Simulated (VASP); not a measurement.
The system is SiNi3.

```
CELL_PARAMETERS angstrom
3.54200 0.00000 0.00000
0.00000 3.54200 0.00000
0.00000 0.00000 3.54200
ATOMIC_POSITIONS crystal
Si 0.00000 0.00000 0.00000
Ni 0.00000 0.50000 0.50000
Ni 0.50000 0.00000 0.50000
Ni 0.50000 0.50000 0.00000
```

```yaml
Program: VASP 6.6.1
Task: relaxation of cell and atoms
Functional: LDA
Potentials_or_basis: VASP PAW LDA potentials, release 64 (Si, Ni)
Cutoff: 600 eV
k_mesh: 10 × 10 × 10
Occupations: methfessel-paxton, width 0.1 eV
Spin: no spin polarisation
```

At the start: pressure -20.0 GPa; volume 11.11 Å³/atom.

Task: Where does the relaxation end?

Result: Over 4 steps the energy falls by 70.8 meV/atom and the volume is 10.08 Å³/atom (-9.3 %); space group Pm-3m (No. 221, to 0.05 Å).

Step by step:
```
step  energy change (eV)  largest force (eV/Å)  pressure (GPa)  volume (Å³)
   1              0.0000                0.0000          -20.02        44.44
   2              0.1539                0.0000           36.98        36.09
   3             -0.2831                0.0000           -0.48        40.40
   4             -0.2833                0.0000           -0.13        40.32
```

Final structure:
```
CELL_PARAMETERS angstrom
3.42901 0.00000 0.00000
0.00000 3.42901 0.00000
0.00000 0.00000 3.42901
ATOMIC_POSITIONS crystal
Si 0.00000 0.00000 0.00000
Ni 0.00000 0.50000 0.50000
Ni 0.50000 0.00000 0.50000
Ni 0.50000 0.50000 0.00000
```
